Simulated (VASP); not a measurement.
Data:

```
CELL_PARAMETERS angstrom
      0.00000     3.05653     3.05653
      3.05653     0.00000     3.05653
      3.05653     3.05653     0.00000
ATOMIC_POSITIONS crystal
  In 0.00000 0.00000 0.00000
  As 0.25000 0.25000 0.25000
```

The numbers are results of vdW-DF-cx, VASP's PBE PAW potentials (set 64) (plane waves; VASP), not measurements. Settings: 520 eV cut-off, Gaussian smearing of 0.050 eV, potentials In_d As.

Unless said otherwise, spin-orbit coupling is left out, though it shifts the bands of the heavy elements here.

Question: What does the run give for the band gap (along the path) with the smallest direct gap where there is one?

Answer: 
band gap (along the path): none (metal, semimetal or under 0.01 eV)

Total energies compare only between runs with the same potentials, cut-off and functional.

The compound is InAs in the zinc blende structure. It was relaxed first.
